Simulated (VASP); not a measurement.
Output of a VASP run:

**OSZICAR**
```
       N       E                     dE             d eps       ncg     rms          rms(c)
DAV:   1     0.256848332543E+03    0.25685E+03   -0.11675E+04   640   0.193E+03
DAV:   2     0.498864693520E+02   -0.20696E+03   -0.20355E+03   960   0.317E+02
DAV:   3     0.118379329163E+02   -0.38049E+02   -0.35280E+02   880   0.142E+02
DAV:   4     0.106041758986E+02   -0.12338E+01   -0.12336E+01   936   0.308E+01
DAV:   5     0.105393438380E+02   -0.64832E-01   -0.64828E-01  1072   0.586E+00    0.393E+01
DAV:   6    -0.691641968934E+01   -0.17456E+02   -0.17044E+02   672   0.151E+02    0.178E+01
DAV:   7    -0.549809450894E+01    0.14183E+01   -0.13900E+01   984   0.388E+01    0.623E+00
DAV:   8    -0.591174303428E+01   -0.41365E+00   -0.10257E+01   976   0.342E+01    0.884E+00
DAV:   9    -0.522960088514E+01    0.68214E+00   -0.62578E+00   904   0.177E+01    0.383E+00
DAV:  10    -0.547378652747E+01   -0.24419E+00   -0.11681E+00  1000   0.799E+00    0.415E+00
DAV:  11    -0.532401156649E+01    0.14977E+00   -0.13789E+00   968   0.965E+00    0.208E+00
DAV:  12    -0.532181686537E+01    0.21947E-02   -0.34271E-01   672   0.446E+00    0.834E-01
DAV:  13    -0.533841512034E+01   -0.16598E-01   -0.27712E-02   864   0.197E+00    0.877E-01
DAV:  14    -0.533316409898E+01    0.52510E-02   -0.12146E-02   952   0.118E+00    0.639E-01
DAV:  15    -0.533135132343E+01    0.18128E-02   -0.49378E-02   976   0.170E+00    0.190E-01
DAV:  16    -0.533193499037E+01   -0.58367E-03   -0.12484E-03   800   0.400E-01    0.106E-01
DAV:  17    -0.533162600543E+01    0.30898E-03   -0.45157E-04  1088   0.226E-01    0.614E-02
DAV:  18    -0.533237213961E+01   -0.74613E-03   -0.58556E-04   832   0.242E-01    0.348E-02
DAV:  19    -0.533240499032E+01   -0.32851E-04   -0.16971E-05   872   0.447E-02    0.104E-02
DAV:  20    -0.533240253756E+01    0.24528E-05   -0.10746E-05   864   0.241E-02    0.905E-03
DAV:  21    -0.533240903425E+01   -0.64967E-05   -0.20072E-06   800   0.179E-02    0.586E-03
DAV:  22    -0.533240818624E+01    0.84801E-06   -0.41110E-06  1024   0.162E-02    0.794E-04
DAV:  23    -0.533240855818E+01   -0.37194E-06   -0.94196E-08   472   0.353E-03    0.713E-04
DAV:  24    -0.533240829544E+01    0.26274E-06   -0.51666E-08   440   0.191E-03    0.484E-04
DAV:  25    -0.533240848166E+01   -0.18622E-06   -0.17656E-08   440   0.181E-03    0.694E-04
DAV:  26    -0.533240842843E+01    0.53231E-07   -0.75547E-09   376   0.959E-04
   1 F= -.53324084E+01 E0= -.53324084E+01  d E =-.166652E-15
```

### OUTCAR
```
------------------------ aborting loop because EDIFF is reached ----------------------------------------
  FORCE on cell =-STRESS in cart. coord.  units (eV):
  Direction    XX          YY          ZZ          XY          YZ          ZX
  --------------------------------------------------------------------------------------
  Total       -1.3192565     -1.3192565     -1.3192565      0.0000000     -0.0000000     -0.0000000
  in kB      -51.0789986    -51.0789986    -51.0789986      0.0000000     -0.0000000     -0.0000000
  external PRESSURE =     -51.0789986 kB  Pullay stress =       0.0000000 kB
  volume of cell :       41.38
      direct lattice vectors                 reciprocal lattice vectors
     0.000000000  2.745295851  2.745295851    -0.182129733  0.182129733  0.182129733
     2.745295851  0.000000000  2.745295851     0.182129733 -0.182129733  0.182129733
     2.745295851  2.745295851  0.000000000     0.182129733  0.182129733 -0.182129733
 POSITION                                       TOTAL-FORCE (eV/Angst)
 -----------------------------------------------------------------------------------
      0.00000      0.00000      0.00000        -0.000000     -0.000000     -0.000000
      1.37265      1.37265      1.37265        -0.000000     -0.000000     -0.000000
      4.11794      4.11794      4.11794         0.000000      0.000000      0.000000
 -----------------------------------------------------------------------------------
    total drift:                                0.000000     -0.000000     -0.000000
  FREE ENERGIE OF THE ION-ELECTRON SYSTEM (eV)
  ---------------------------------------------------
  free  energy   TOTEN  =        -5.3324084284 eV

  energy  without entropy=       -5.3324084284  energy(sigma->0) =       -5.33240843
```
(Selected blocks of OUTCAR.)

**POSCAR**
```
CeO2
1
    0.0000000000     2.7452958509     2.7452958509
    2.7452958509     0.0000000000     2.7452958509
    2.7452958509     2.7452958509     0.0000000000
Ce O
1 2
Direct
  0.0000000000   0.0000000000   0.0000000000
  0.2500000000   0.2500000000   0.2500000000
  0.7500000000   0.7500000000   0.7500000000
```

### Question
Write an INCAR and KPOINTS that could have produced this output.

### Answer
Several could match; the one computed here: the input of the run itself, revTPSS meta-GGA, plane waves, VASP's PBE PAW potentials (set 64).

### INCAR
```
ALGO = Normal
EDIFF = 1E-7
ENCUT = 520
ISIF = 2
ISMEAR = 0
LASPH = .TRUE.
LCHARG = .FALSE.
LMAXMIX = 6
LMIXTAU = .TRUE.
LREAL = .FALSE.
LWAVE = .FALSE.
METAGGA = RTPSS
NELM = 100
PREC = Accurate
SIGMA = 0.05
SYSTEM = CeO2
```

File KPOINTS:
```
Automatic mesh
0
Gamma
7 7 7
0 0 0
```

POTCAR, in this order: Ce O (PBE.64 set). Program: vasp_std.

The compound is CeO2 in the fluorite structure. This cell is one point of a volume scan, at 1.03 of the reference volume. The run is not spin-polarised, so no magnetic state was tried.
